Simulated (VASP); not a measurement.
Here is the system:

```xyz
1
Lattice="0.0000 2.0640 2.0640 2.0640 0.0000 2.0640 2.0640 2.0640 0.0000" Properties=species:S:1:pos:R:3 pbc="T T T"
Ag     0.0000     0.0000     0.0000
```

Computed with optB88-vdW, VASP's PBE PAW potentials (set 64) (plane waves; VASP). Numerical set-up: 520 eV cut-off, Gaussian smearing of 0.050 eV, potentials Ag.

Problem. What does the run give for the band gap (along the path) with the smallest direct gap where there is one?

Solution. 
```json
{
 "band gap (along the path)": "none (metal, semimetal or under 0.01 eV)"
}
```

Total energies compare only between runs with the same potentials, cut-off and functional.

The compound is Ag in the fcc structure. It was relaxed first.
